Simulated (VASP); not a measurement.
ZnSe (zinc blende), at 0.96 of the tabulated volume:

```
ZnSe
1.0
    0.00000     2.79668     2.79668
    2.79668     0.00000     2.79668
    2.79668     2.79668     0.00000
Zn Se
1 1
Direct
  0.00000   0.00000   0.00000
  0.25000   0.25000   0.25000
```

The lowest empty band near Γ, direction [110], from mBJ (TB09) with spin-orbit coupling in VASP (PAW); its two spin partners are averaged. The gap over the points computed is 2.81 eV, and the next band on that side lies 3.62 eV away at the edge.

Run with 400 eV cut-off, 9×9×9 Γ-centred mesh, Gaussian smearing of 0.050 eV, potentials Zn Se.

```tsv
distance from the edge in k (1/Å)	distance in energy (meV)
0.018	6.8
0.025	13.0
0.035	25.0
0.050	50.0
0.070	95.4
```

Task: Fit E(1 + αE) = ħ²k²/2m* (ħ²/2m0 = 3.810 eV Å²) and predict the row at 0.095 1/Å.

Result: Least squares on the energies gives the electron mass m* = 0.184 m0 and α = 0.69 per eV, and so 167.8 meV. The run gave 169.4 meV, +1.6 meV from the fit.

Left out are points under 3 meV from the edge, since the levels carry 0.1 meV, and points farther than half the way to the next band.

The compound is ZnSe in the zinc blende structure. The cell was not relaxed at this level.
